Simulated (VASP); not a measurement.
```
CELL_PARAMETERS angstrom
      3.56709     0.00000     0.00000
      0.00000     3.56709     0.00000
      0.00000     0.00000     3.56709
ATOMIC_POSITIONS crystal
  Al 0.00000 0.00000 0.00000
  Ni 0.00000 0.50000 0.50000
  Ni 0.50000 0.00000 0.50000
  Ni 0.50000 0.50000 0.00000
```
Starting moments (μB, in the order of the record's atoms Al Ni Ni Ni): 0.0 0.3 0.3 0.3.

Level of theory: PBE GGA, VASP's PBE PAW potentials (set 64) (plane waves; VASP). Settings: 520 eV cut-off, Gaussian smearing of 0.050 eV, potentials Al Ni.

**Question.** Estimate the cell moment, band gap (along the path) with the smallest direct gap where there is one.

**Answer.** 
```
Item                                                          Value
-------------------------  ----------------------------------------
band gap (along the path)  none (metal, semimetal or under 0.01 eV)
cell moment                                                 0.71 μB
```

The absolute energy has meaning only against runs of the same code, potentials and settings.

The compound is Ni3Al in the L1_2 structure. It was relaxed first.
